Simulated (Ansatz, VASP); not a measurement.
**HfO2 in two plane-wave programs**

Aim: how closely do two programs agree when they are given the same cell, functional and k mesh? Of the first pair: The structure shown is the start of the Ansatz relaxation below; VASP solves that cell, so the two are compared at the walk's first step.

Method: plane waves, with VASP 6.6.1 beside it; single point at PBE, in Ansatz 0.2.0.

## (1) The structure

The structure is tetragonal, space group P4_2/nmc (No. 137). Conventional cell: a = 3.563 Å, b = 3.563 Å, c = 5.175 Å, α = 90.00°, β = 90.00°, γ = 90.00°. Nearest to O lie 4 Hf at 2.05 to 2.37 Å. Nearest to Hf lie 8 O at 2.05 to 2.37 Å. Farther neighbours and most contacts between anions are not listed.

## (2) Ansatz: relaxation, PBE

Ansatz runs on its PAW soft_1 files.

The two programs are compared at the cell with which this relaxation starts, whose forces are those of its first step.

input.yaml reads:

```yaml
crystal:
  lattice:
    - [3.5626724981, 0.0, 0.0]
    - [0.0, 3.5626724981, 0.0]
    - [0.0, 0.0, 5.1747557981]
  atoms:
    - { symbol: O, position: [0.0, 0.5, 0.6977055399] }
    - { symbol: O, position: [0.5, 0.0, 0.8022944601] }
    - { symbol: O, position: [0.5, 0.0, 0.3022944601] }
    - { symbol: O, position: [0.0, 0.5, 0.1977055399] }
    - { symbol: Hf, position: [0.5, 0.5, 0.5] }
    - { symbol: Hf, position: [0.0, 0.0, 0.0] }
kpoints:
  mp_grid: { grid: [8, 8, 4] }
hamiltonian:
  xc: pbe
  pseudopotentials: { kind: paw, azcp: { folder: soft_1 } }
scf:
  occupations: { method: fixed }
output:
  forces: true
  stress: true
  eigenvalues: true
relax:
  adjacent_minimum: "off"
  f_tol: 0.001
  max_steps: 60
  cell: { stress_tol: 0.01, fix: [volume] }
```

Command:

```bash
> ansatz run input.yaml --threads 8 --pin off --max-ram 16384MiB --backend cpu --events-out ev --progress --plain --runs-dir out
```

Numbers of over 12 decimals in the logs are rounded to 6 here.

What it wrote:

```text
Engine: ansatz 0.2.0, aarch64-unknown-linux-gnu
Pseudopotentials: kind: paw
Pseudopotential: O, paw, valence charge 6, recommended cutoff 420 eV (normal), soft_1/O.paw.azcp
Pseudopotential: Hf, paw, valence charge 26, recommended cutoff 420 eV (normal), soft_1/Hf.paw.azcp
Functional definition: PBE
  parameter kappa = 0.804
  parameter beta = 0.066725
  exchange = pbe_x(kappa = kappa, mu = beta*pi^2/3)
  correlation = pbe_c(beta = beta)
Crystal: 6 atoms, lattice volume = 65.681 Å³
Basis set: ecut = 420 eV, 1277 PW (Γ), exchange–correlation on 48×48×72 points (8 copies of the dense FFT grid, shifted against one another)
Bands: 46, of which v1, the nominal top of the filled ones, is band 38 counted from 1 (37 counted from 0)
Symmetry: 16 space group operations
Space group: P42/nmc (ITA 137), of the structure as read, at distance tolerance 4.0e-5 Å
k-points: 45 of 256
Non-local potential: O, projectors of the file, l = 0: 2, l = 1: 2, l = 2: 1
Non-local potential: Hf, projectors of the file, l = 0: 3, l = 1: 2, l = 2: 2, l = 3: 3
PAW form: soft (Blöchl's): semilocal exchange-correlation on the pseudo side does not see the compensation charge
PAW one-centre angular grid: O, 110 points (default); XC on 64 Gauss nodes
PAW one-centre angular grid: Hf, 590 points (default); XC on 64 Gauss nodes
Initial density: superposition of atomic densities (chi_scale 0.1, normalization cell, long waves kept (reshape's long-wave potential 0.00 eV rms))
Initial wavefunctions: pseudopotential atomic-orbital guess
Functional: x = pbe(κ = 0.804, μ = 0.219515), c = pbe(β = 0.066725)
SCF iter   1: F=—  HF=-33725.827320 eV  |F-HF|=—  |Δ(HF+E_count)|=         —  Δρ=8.80e-2  dr2=3.89e0  ethr=3.10e-3  ⟨swp⟩=4.4  Hψ=5748  notcnv=0  defer=183
preconditioner: auto → Resta (q_TF=auto, 2.795 Å⁻¹)  ε∞=5.0  [insulator: Δε(μ)=3.910 eV  Ē_g=19.394 eV  n_scr=28 (ndim 8)  ℏωp=38.9 eV  f_vac=0.001  ε∞_Penn≈5.0]
SCF iter   2: F=—  HF=-33724.970248 eV  |F-HF|=—  |Δ(HF+E_count)|=   8.57e-1  Δρ=4.38e-2  dr2=1.06e0  ethr=3.10e-3  ⟨swp⟩=2.0  Hψ=4208  notcnv=0  defer=182
SCF iter   3: F=—  HF=-33724.755977 eV  |F-HF|=—  |Δ(HF+E_count)|=   2.14e-1  Δρ=2.14e-2  dr2=2.60e-1  ethr=1.40e-3  ⟨swp⟩=2.0  Hψ=3333  notcnv=0  defer=263
SCF iter   4: F=—  HF=-33724.644446 eV  |F-HF|=—  |Δ(HF+E_count)|=   1.12e-1  Δρ=7.69e-3  dr2=2.89e-2  ethr=3.43e-4  ⟨swp⟩=2.0  Hψ=3731  notcnv=0  defer=258
SCF iter   5: F=—  HF=-33724.662767 eV  |F-HF|=—  |Δ(HF+E_count)|=   1.83e-2  Δρ=3.21e-3  dr2=5.47e-3  ethr=3.80e-5  ⟨swp⟩=2.2  Hψ=2834  notcnv=0  defer=268
SCF iter   6: F=—  HF=-33724.663026 eV  |F-HF|=—  |Δ(HF+E_count)|=   2.58e-4  Δρ=8.12e-4  dr2=3.75e-4  ethr=7.19e-6  ⟨swp⟩=2.0  Hψ=3347  notcnv=0  defer=269
SCF iter   7: F=—  HF=-33724.663677 eV  |F-HF|=—  |Δ(HF+E_count)|=   6.51e-4  Δρ=5.15e-4  dr2=1.36e-4  ethr=4.93e-7  ⟨swp⟩=2.0  Hψ=3693  notcnv=0  defer=214
SCF iter   8: F=—  HF=-33724.663858 eV  |F-HF|=—  |Δ(HF+E_count)|=   1.81e-4  Δρ=7.62e-5  dr2=2.45e-6  ethr=1.78e-7  ⟨swp⟩=2.3  Hψ=3434  notcnv=0  defer=191
SCF iter   9: F=—  HF=-33724.663667 eV  |F-HF|=—  |Δ(HF+E_count)|=   1.91e-4  Δρ=1.26e-5  dr2=6.49e-8  ethr=1.32e-10  ⟨swp⟩=11.8  Hψ=13555  notcnv=0
SCF iter  10: F=-33724.663667 eV  HF=-33724.663667 eV  |F-HF|=2.12e-9  |Δ(HF+E_count)|=   1.86e-7  Δρ=1.60e-6  dr2=8.97e-10  ethr=8.54e-11  ⟨swp⟩=4.2  Hψ=8867  notcnv=0
SCF 1 converged in 10 iterations: F = -33724.663667 eV  dr2 = 8.97e-10
  greatest PAW one-centre occupation: 0.999 electrons in one spin orbital (limit 2), on the Hf atom at site 5 (counted from 0), in its partial waves of l = 0
relax step   1: F+E_penalty+E_count = -33724.66366700 eV  Δ(F+E_penalty+E_count) = +0.000e0 eV  max|allowed force component| = 1.111e-1 eV/Å  Δτ_max = 0.0000 Å  P = +9.065 GPa  Ω = 65.681 Å³  fix = [volume]  reactions: volume +9.065 GPa  (10 SCF iters, dr2 threshold 1.00e-7 eV, accepted)
[...]
relax step   5: F+E_penalty+E_count = -33724.66919986 eV  Δ(F+E_penalty+E_count) = -6.227e-5 eV  max|allowed force component| = 2.506e-4 eV/Å  Δτ_max = 0.0000 Å  P = +7.783 GPa  Ω = 65.681 Å³  fix = [volume]  reactions: volume +7.783 GPa  stress off target by 2.62e-2 GPa on what of the cell is left free  SCF on the basis re-selected at this cell (its energy is not comparable with the rows above)  (7 SCF iters)
[...]
relax step   6: F+E_penalty+E_count = -33724.66920024 eV  Δ(F+E_penalty+E_count) = -3.816e-7 eV  max|allowed force component| = 2.495e-5 eV/Å  Δτ_max = 0.0001 Å  P = +7.775 GPa  Ω = 65.681 Å³  energy of the carried Pulay correction = -3.475e-7 eV  fix = [volume]  reactions: volume +7.775 GPa  (4 SCF iters, dr2 threshold 1.72e-9 eV, accepted)
[...]
relax step   7: F+E_penalty+E_count = -33724.66922694 eV  Δ(F+E_penalty+E_count) = -2.670e-5 eV  max|allowed force component| = 3.507e-5 eV/Å  Δτ_max = 0.0000 Å  P = +7.775 GPa  Ω = 65.681 Å³  fix = [volume]  reactions: volume +7.775 GPa  stress off target by 9.85e-4 GPa on what of the cell is left free  SCF on the basis re-selected at this cell (its energy is not comparable with the rows above)  (7 SCF iters)
basis re-selected at this cell: Δ(F+E_penalty+E_count) = -2.670e-5 eV, ΔP = +0.000 GPa vs the last step (what re-selecting the basis moved, of the pressure what is left beyond the Pulay correction that the steps carried, after the strain that the cell walked since its last selection, with what the two solves' SCF thresholds leave and, on support functions, any second-order correction that the steps lacked; it is no m [...]
SCF converged after 7 iterations
Free energy (F): -33724.669227 eV
Harris-Foulkes:  -33724.669227 eV  (|F-HF|=0.00e0)
Internal energy: -33724.669227 eV  (E = F + TS)
E sigma→0 (E₀):  -33724.669227 eV
Fermi energy:    13.994598 eV
--- Per-component energies (eV) ---
  E_band       = 1.631320
  E_kinetic    = 1489.159065
  E_local      = -14065.076545  (includes V_loc(G=0)·N_el)
  E_nonlocal   = 338.115777
  E_hartree    = 6708.304416
  E_xc         = -820.493632
  E_vxc        = -876.670589  (∫ρ·V_xc dr)
  E_paw        = -16051.438952  (= ΣΔE_a)
  E_vpaw       = -300.508225  (= ΣTr[D̂ρ^β])
  E_aug_tail   = 0.003019  (compensation charges beyond the density's cutoff)
  E_ewald      = -11323.242375
  E_smearing   = -0.000000  (= −TS)
  E_closure    = 0.000000  (closes the sum)
  Σ components = -33724.669227   (vs F -33724.669227, Δ=0.00e0)
--- Forces (eV/Å), atoms counted from 1 ---
  atom   1  O      0.00000000     0.00000000     0.00003507
  atom   2  O      0.00000000     0.00000000    -0.00003507
  atom   3  O      0.00000000     0.00000000    -0.00003507
  atom   4  O      0.00000000     0.00000000     0.00003507
  atom   5  Hf     0.00000000     0.00000000    -0.00000000
  atom   6  Hf     0.00000000     0.00000000     0.00000000
  max |Σ_I F_I| component: 1.91e-17 eV/Å
--- Stress (GPa, compression-positive) ---
        7.775692       0.000000       0.000000
        0.000000       7.775692       0.000000
        0.000000       0.000000       7.774214
  P = ⅓ Tr σ = 7.7752 GPa (77.752 kbar)
--- Band table (eV; the first three rows and the last of 45) ---
  k-point 0: bands = [... 34 lower, 13.4582, 13.8515, 13.8907, 13.8907, 18.6362, 18.6706, 19.7657, 20.1472, ... 4 higher]
  k-point 1: bands = [... 34 lower, 13.0786, 13.0786, 13.9260, 13.9260, 18.8532, 18.9513, 19.7798, 19.8882, ... 4 higher]
  k-point 2: bands = [... 34 lower, 13.3664, 13.3664, 13.9597, 13.9597, 19.3338, 19.3338, 19.5690, 19.5690, ... 4 higher]
  k-point 44: bands = [... 34 lower, 12.6179, 12.6179, 13.9946, 13.9946, 19.9181, 19.9181, 20.1196, 20.1196, ... 4 higher]
--- Relaxed structure (5 steps of the walk, 5 accepted, 2 SCFs on fresh bases) ---
  F+E_penalty+E_count = -33724.66922694 eV   max|allowed force component| = 3.507e-5 eV/Å   (the final SCF, on the basis selected at the relaxed cell)
  cell:  # Å, volume = 65.6813 Å³
    - [3.568597, 0, 0.0]
    - [0, 3.568597, 0.0]
    - [0.0, 0.0, 5.157588]
  atoms:
    - { symbol: O, position: [0, 0.5, 0.702257] }
    - { symbol: O, position: [0.5, 0, 0.797743] }
    - { symbol: O, position: [0.5, 0, 0.297743] }
    - { symbol: O, position: [0, 0.5, 0.202257] }
    - { symbol: Hf, position: [0.5, 0.5, 0.5] }
    - { symbol: Hf, position: [0, 0, 0] }
```

Reading the cycles: dr2 is the Hartree energy of the density residual (eV), the measure of convergence; HF is the Harris–Foulkes estimate of the energy, which meets the free energy F at convergence.

## (3) VASP: single point, PBE, start cell, pair 1

The same cell, functional and mesh now go to VASP, with its own data sets.

Lines of VASP's logs that name or quote its potential files are left out, and so is its time.

INCAR reads:

```
SYSTEM = HfO2
PREC = Accurate
ENCUT = 520
EDIFF = 1E-06
NELM = 120
ISMEAR = 0
SIGMA = 0.01
LREAL = .FALSE.
ALGO = Normal
GGA = PE
NBANDS = 28
LASPH = .TRUE.
LORBIT = 11
LWAVE = .FALSE.
LCHARG = .FALSE.
ISIF = 2
GGA_COMPAT = .FALSE.
EFERMI = MIDGAP
KPAR = 2
```

POSCAR reads:

```
HfO2
1.0
    3.5626720000      0.0000000000      0.0000000000
    0.0000000000      3.5626720000      0.0000000000
    0.0000000000      0.0000000000      5.1747560000
O Hf
4 2
Direct
    1.0000000000      0.5000000000      0.6977055537
    0.5000000000      0.0000000000      0.8022944463
    0.5000000000      0.0000000000      0.3022944463
    1.0000000000      0.5000000000      0.1977055537
    0.5000000000      0.5000000000      0.5000000000
    1.0000000000      0.0000000000      0.0000000000
```

KPOINTS reads:

```
Automatic mesh
0
Gamma
8 8 4
0 0 0
```

The projector-augmented-wave data sets are O and Hf_pv (PBE family, release 64).

Command:

```bash
> mpirun -np 2 vasp_std
```

What it wrote:

```text
[banner, memory and clock lines left out]
running    2 mpi-ranks, on    1 nodes
 distrk:  each k-point on    1 cores,    2 groups
 distr:  one band on    1 cores,    1 groups

 POSCAR found type information on POSCAR O Hf
 POSCAR found :  2 types and       6 ions
 LDA part: xc-table for (Slater+PW92), standard interpolation
 POSCAR, INCAR and KPOINTS ok, starting setup
 FFT: planning ... GRIDC
 FFT: planning ... GRID_SOFT
 FFT: planning ... GRID
 WAVECAR not read
 entering main loop
       N       E                     dE             d eps       ncg     rms          rms(c)
DAV:   1     0.256592586448E+03    0.25659E+03   -0.25546E+04  2520   0.157E+03
DAV:   2    -0.584320003463E+02   -0.31502E+03   -0.30700E+03  3228   0.382E+02
DAV:   3    -0.716365639146E+02   -0.13205E+02   -0.13167E+02  2984   0.733E+01
DAV:   4    -0.717631786326E+02   -0.12661E+00   -0.12654E+00  3348   0.801E+00
DAV:   5    -0.717642590451E+02   -0.10804E-02   -0.10803E-02  3192   0.685E-01    0.741E+01
DAV:   6    -0.608383207543E+02    0.10926E+02   -0.58408E+01  2860   0.422E+01    0.620E+01
DAV:   7    -0.607016821318E+02    0.13664E+00   -0.23902E+00  3096   0.105E+01    0.365E+01
DAV:   8    -0.606922386034E+02    0.94435E-02   -0.24005E-01  3064   0.401E+00    0.682E+00
DAV:   9    -0.606750650181E+02    0.17174E-01   -0.75001E-02  2844   0.183E+00    0.259E+00
DAV:  10    -0.606744771460E+02    0.58787E-03   -0.73908E-03  3156   0.574E-01    0.719E-02
DAV:  11    -0.606745435044E+02   -0.66358E-04   -0.47324E-04  3124   0.145E-01    0.150E-01
DAV:  12    -0.606745728875E+02   -0.29383E-04   -0.55447E-05  3156   0.449E-02    0.130E-01
DAV:  13    -0.606745751239E+02   -0.22363E-05   -0.30201E-06  2816   0.122E-02    0.237E-03
DAV:  14    -0.606745755910E+02   -0.46717E-06   -0.36197E-07  1716   0.395E-03
   1 F= -.60674576E+02 E0= -.60674576E+02  d E =0.000000E+00
```

From OUTCAR (step 3):

```text
ion  position               nearest neighbor table
   1  0.000  0.500  0.698-   5 2.05   5 2.05   6 2.37   6 2.37
   2  0.500  0.000  0.802-   6 2.05   6 2.05   5 2.37   5 2.37
   3  0.500  0.000  0.302-   5 2.05   5 2.05   6 2.37   6 2.37
   4  0.000  0.500  0.198-   6 2.05   6 2.05   5 2.37   5 2.37
   5  0.500  0.500  0.500-   1 2.05   3 2.05   3 2.05   1 2.05   2 2.37   2 2.37   4 2.37   4 2.37
                             6 3.61   6 3.61   6 3.61   6 3.61   6 3.61   6 3.61   6 3.61   6 3.61
   6  0.000  0.000  0.000-   2 2.05   4 2.05   4 2.05   2 2.05   1 2.37   3 2.37   1 2.37   3 2.37
                             5 3.61   5 3.61   5 3.61   5 3.61   5 3.61   5 3.61   5 3.61   5 3.61

  LATTYP: Found a simple tetragonal cell.
 ALAT       =     3.5626720000
 C/A-ratio  =     1.4524929603

 Subroutine GETGRP returns: Found 16 space group operations
 (whereof  8 operations were pure point group operations)

The static configuration has the point symmetry D_2d.
 The point group associated with its full space group is D_4h.

 Found     45 irreducible k-points:

   k-points           NKPTS =     45   k-points in BZ     NKDIM =     45   number of bands    NBANDS=     28

   dimension x,y,z NGX =    28 NGY =   28 NGZ =   40
   dimension x,y,z NGXF=    56 NGYF=   56 NGZF=   80

   ENCUT  =  520.0 eV  38.22 Ry    6.18 a.u.   6.62  6.62  9.62*2*pi/ulx,y,z

   NELECT =      44.0000    total number of electrons

 k-points in reciprocal lattice and weights: Automatic mesh
   0.00000000  0.00000000  0.00000000       0.004
   0.12500000  0.00000000  0.00000000       0.016
   0.25000000  0.00000000  0.00000000       0.016
   0.37500000  0.00000000  0.00000000       0.016
   0.50000000  0.00000000  0.00000000       0.008
   0.12500000  0.12500000  0.00000000       0.016
   0.25000000  0.12500000  0.00000000       0.031
   0.37500000  0.12500000  0.00000000       0.031
   0.50000000  0.12500000  0.00000000       0.016
[...]
0.50000000  0.37500000  0.50000000       0.016
   0.50000000  0.50000000  0.50000000       0.004

 average (electrostatic) potential at core
       1 -69.8154       2 -69.8154       3 -69.8154       4 -69.8154       5 -37.2604
       6 -37.2604

 E-fermi :   5.8653

 k-point     1 :       0.0000    0.0000    0.0000
  band No.  band energies     occupation
    ...
     18       2.2022      2.00000
     19       2.8241      2.00000
     20       3.3765      2.00000
     21       3.4196      2.00000
     22       3.4196      2.00000
     23       8.2322      0.00000
     24       8.2380      0.00000
     25       9.4641      0.00000
     26       9.6888      0.00000
     27      10.0168      0.00000
    ...

 k-point     2 :       0.1250    0.0000    0.0000
  band No.  band energies     occupation
    ...
     18       2.0889      2.00000
     19       2.8258      2.00000
     20       3.1200      2.00000
     21       3.3010      2.00000
     22       3.4092      2.00000
     23       8.4205      0.00000
     24       8.5119      0.00000
     25       9.4192      0.00000
     26       9.6827      0.00000
     27      10.3862      0.00000
    ...

 k-point     3 :       0.2500    0.0000    0.0000
  band No.  band energies     occupation
    ...
     18       1.6878      2.00000
     19       2.4676      2.00000
     20       2.7519      2.00000
     21       3.2156      2.00000
     22       3.4551      2.00000
     23       8.6804      0.00000
     24       9.0525      0.00000
     25       9.1441      0.00000
     26       9.6786      0.00000
     27      11.0743      0.00000
    ...

  Total        2.3326811      2.3326811      2.1117662      0.0000000      0.0000000     -0.0000000
  in kB       56.9015901     56.9015901     51.5127644      0.0000000      0.0000000     -0.0000000
  external PRESSURE =      55.1053148 kB  Pullay stress =       0.0000000 kB

  energy-cutoff  :      520.00
  volume of cell :       65.68
      direct lattice vectors                 reciprocal lattice vectors
     3.562672000  0.000000000  0.000000000     0.280688203  0.000000000  0.000000000
     0.000000000  3.562672000  0.000000000     0.000000000  0.280688203  0.000000000
     0.000000000  0.000000000  5.174756000     0.000000000  0.000000000  0.193245826

 POSITION                                       TOTAL-FORCE (eV/Angst)
 -----------------------------------------------------------------------------------
      0.00000      1.78134      3.61046        -0.000000     -0.000000      0.068218
      1.78134      0.00000      4.15168         0.000000      0.000000     -0.068218
      1.78134      0.00000      1.56430        -0.000000      0.000000     -0.068218
      0.00000      1.78134      1.02308        -0.000000      0.000000      0.068218
      1.78134      1.78134      2.58738         0.000000      0.000000      0.000000
      0.00000      0.00000      0.00000        -0.000000      0.000000      0.000000
 -----------------------------------------------------------------------------------
    total drift:                                0.000000      0.000000      0.000000

  FREE ENERGIE OF THE ION-ELECTRON SYSTEM (eV)
  ---------------------------------------------------
  free  energy   TOTEN  =       -60.6745755910 eV

  energy  without entropy=      -60.6745755910  energy(sigma->0) =      -60.67457559

 total charge
# of ion       s       p       d       tot
------------------------------------------
    1        1.563   3.560   0.000   5.123
    2        1.563   3.560   0.000   5.123
    3        1.563   3.560   0.000   5.123
    4        1.563   3.560   0.000   5.123
    5        0.314   6.603   1.473   8.389
    6        0.314   6.603   1.473   8.389
--------------------------------------------------
tot          6.881  27.444   2.946  37.271

[... 3 further parts left out ...]
```

The run ends at a pressure of 5.51 GPa, with forces up to 0.068 eV/Å.

## (4) Comparison

Known differences besides the potentials themselves: fixed occupations in Ansatz, narrow Gaussian smearing in VASP; the data sets hold 76 valence electrons in Ansatz (on its PAW soft_1 files) and 44 in VASP; the cutoff is 420 eV in Ansatz and 520 eV in VASP. Total energies have different zeros and are not compared.

Forces (eV/Å; atoms numbered as in POSCAR):

```
atom        Ansatz x, y, z          VASP x, y, z
  O1   0.000, 0.000, 0.111   0.000, 0.000, 0.068
  O2  0.000, 0.000, -0.111  0.000, 0.000, -0.068
  O3  0.000, 0.000, -0.111  0.000, 0.000, -0.068
  O4   0.000, 0.000, 0.111   0.000, 0.000, 0.068
 Hf5   0.000, 0.000, 0.000   0.000, 0.000, 0.000
 Hf6   0.000, 0.000, 0.000   0.000, 0.000, 0.000
```

The forces differ by 20 meV/Å r.m.s., which is 62.9 % of the r.m.s. force of 0.032 eV/Å (both taken over all components).

## (5) Ansatz: relaxation, PBE

This run makes the geometry at which the two programs are then compared.

The structure compared here is the end of the Ansatz relaxation.

input.yaml is that of step 2.

Command:

```bash
> ansatz run input.yaml --threads 8 --pin off --max-ram 16384MiB --backend cpu --events-out ev --progress --plain --runs-dir out
```

What it wrote:

```text
[...]
Crystal: 6 atoms, lattice volume = 65.681 Å³
Basis set: ecut = 420 eV, 1277 PW (Γ), exchange–correlation on 48×48×72 points (8 copies of the dense FFT grid, shifted against one another)
Bands: 46, of which v1, the nominal top of the filled ones, is band 38 counted from 1 (37 counted from 0)
Symmetry: 16 space group operations
[...]
k-points: 45 of 256
[...]
cell:  # Å, volume = 65.6813 Å³
    - [3.568597, 0, 0.0]
    - [0, 3.568597, 0.0]
    - [0.0, 0.0, 5.157588]
  atoms:
    - { symbol: O, position: [0, 0.5, 0.702257] }
    - { symbol: O, position: [0.5, 0, 0.797743] }
    - { symbol: O, position: [0.5, 0, 0.297743] }
    - { symbol: O, position: [0, 0.5, 0.202257] }
    - { symbol: Hf, position: [0.5, 0.5, 0.5] }
    - { symbol: Hf, position: [0, 0, 0] }
[key lines of the parts left out:]
SCF converged after 7 iterations
Free energy (F): -33724.669227 eV
Fermi energy:    13.994598 eV
P = ⅓ Tr σ = 7.7752 GPa (77.752 kbar)
```

(Part 1 of 2 ends here.)

[Lines on the potential files, build, host, timing and source positions are cut from VASP's logs without a mark.]

[Logs are printed without paths, hosts, clocks, repeated set-up lines and the standing remarks that a program may print on its own settings, such as how far it seeks lower states.]

[Hosts, paths, dates, database ids (printed as entryN), source tags and the programs' standing remarks are cut or masked in the printed files.]
